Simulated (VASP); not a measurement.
Input:

```xyz
3
Lattice="4.9815 0.0000 0.0000 -2.4908 4.3141 0.0000 0.0000 0.0000 3.2871" Properties=species:S:1:pos:R:3 pbc="T T T"
Ce     4.9815     0.0000     3.2871
Hg     0.0000     2.8761     1.6436
Hg     2.4908     1.4380     1.6436
```

Calculation: PBEsol GGA, VASP's PBE PAW potentials (set 64) (plane waves; VASP). Settings: 400 eV cut-off, Gaussian smearing of 0.050 eV, potentials Ce Hg.

The run has a spin-polarised start.

Question: Give the spin-up energies of bands 11 to 21 at the high-symmetry points, in eV from the Fermi level.

Answer: 
```tsv
band	Γ	M	K	A	L	H
11	-7.41	-7.25	-7.14	-7.66	-7.09	-6.99
12	-7.30	-6.93	-7.14	-7.04	-6.67	-6.70
13	-7.30	-6.79	-6.63	-7.04	-6.50	-6.70
14	-6.80	-6.68	-6.32	-6.22	-6.36	-6.28
15	-6.80	-5.74	-5.12	-4.36	-4.42	-4.15
16	-1.61	-5.40	-5.12	-3.15	-2.53	-4.15
17	-1.60	-1.08	-2.91	-0.17	-1.94	-0.80
18	-1.16	-0.57	-0.45	-0.17	-0.97	-0.80
19	-0.95	0.11	0.13	-0.07	-0.60	-0.24
20	0.17	0.18	0.16	0.07	-0.01	0.18
21	0.17	0.22	0.16	0.34	0.21	0.18
```

Question: Give the spin-down energies of bands 11 to 21 at the high-symmetry points, in eV from the Fermi level.

Answer: 
```csv
band,Γ,M,K,A,L,H
11,-7.41,-7.24,-7.13,-7.63,-7.08,-6.98
12,-7.29,-6.92,-7.13,-7.03,-6.67,-6.68
13,-7.29,-6.78,-6.63,-7.03,-6.48,-6.68
14,-6.79,-6.68,-6.32,-6.21,-6.35,-6.28
15,-6.79,-5.64,-5.07,-4.32,-4.35,-4.07
16,-1.47,-5.37,-5.07,-3.03,-2.46,-4.07
17,-1.47,-0.38,-2.60,0.21,-1.74,-0.66
18,-0.97,-0.16,0.37,0.21,-0.83,-0.66
19,0.10,0.62,0.60,0.59,-0.43,0.43
20,0.61,0.62,0.60,0.61,0.66,0.62
21,0.61,0.80,0.81,0.61,0.72,0.62
```

It has no gap at this level: it comes out as a metal or semimetal.

The structure comes from a computed database's CeHg2 entry (P6/mmm); how it stands against other phases isn't given here. It was relaxed first, which changed the volume by -6 %.
